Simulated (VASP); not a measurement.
Energy against volume of SnO2 (rutile). All values below come from vdW-DF2, VASP's PBE PAW potentials (set 64) (plane waves; VASP). Numerical set-up: 520 eV cut-off, 5×5×7 Γ-centred mesh, Gaussian smearing of 0.050 eV, potentials Sn_d O.

Shape and ions are relaxed at each volume.

| V (Å³/atom) | E (eV/atom) |
|---|---|
| 12.426 | -3.89231 |
| 12.823 | -3.91216 |
| 13.220 | -3.91860 |
| 13.616 | -3.91417 |

Fit these four points and predict the energy of the run at 14.013 Å³/atom.

A cubic in V^(−2/3), the third-order Birch-Murnaghan form, passes through the four points with V0 = 13.24 Å³/atom and B0 = 144 GPa, and gives -3.9009 eV/atom there. The run gave -3.9009 eV/atom, -0.0 meV/atom from the fit; all five points give B0 = 144 GPa.

The compound is SnO2 in the rutile structure. It was relaxed first, which changed the volume by +11 %.
